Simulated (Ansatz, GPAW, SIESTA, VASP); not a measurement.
## One structure in several programs: ScIn2 (Cmmm, 6 atoms in the cell)

Self-consistent single point.

```
ScIn2
1.0
    2.23410    -6.82859     0.00000
    2.23410     6.82859     0.00000
    0.00000     0.00000     4.45889
Sc In
2 4
Direct
  0.84357   0.15643   0.50000
  0.15643   0.84357   0.50000
  0.67608   0.32392   0.00000
  0.32392   0.67608   0.00000
  0.50000   0.50000   0.50000
  0.00000   0.00000   0.00000
```

Shared settings, as Ansatz (a program for electronic structure) writes them: kpoints.mp_grid.grid = 4 4 4; scf.occupations.method = gaussian; scf.occupations.width = 0.272 eV. Potentials and cutoffs stand in the table.

| code | model | pressure (GPa) | largest force (eV/Å) | cutoff |
|---|---|---|---|---|
| VASP | LDA (PZ), VASP's LDA PAW potentials (set 64) | -5.15 | 0.062 | 300 eV |
| SIESTA | LDA PW92, numerical atomic orbitals DZP, PseudoDojo LDA standard norm-conserving potentials (rewritten from UPF to PSML) | -5.89 | 0.072 | grid 300 Ry |
| Ansatz | LDA (PW92), PAW files made with PBE | -4.76 | 0.064 | default |
| GPAW | LDA (Perdew-Wang 92), GPAW PAW datasets LDA (gpaw-data 1.0.1) | -5.03 | 0.075 | 850 eV |

The spread over the programs that give each value: pressure within 1.13 GPa; largest force within 0.013 eV/Å.

SIESTA uses small atom-centred bases, whose incompleteness enters pressures, forces and empty levels differently from a plane-wave cutoff. Ansatz's pressure is given at a fixed set of plane waves, as the other plane-wave codes print theirs. The same LDA comes in different parametrisations, which differ slightly.

The shared mesh is coarse (it stands for a supercell whose shortest vector is 18 Å), so the values are not converged in it.

VASP's run is marked for a possible Pulay error in its stress at this cutoff; no cutoff test was made.

The starting cell comes from a database of computed structures (which also holds hypothetical and non-ambient phases and stackings), without a prior relaxation at this level.

Left out of this page: Elk (not drawn, or without a comparable value).

Keys are those of Ansatz 0.2.
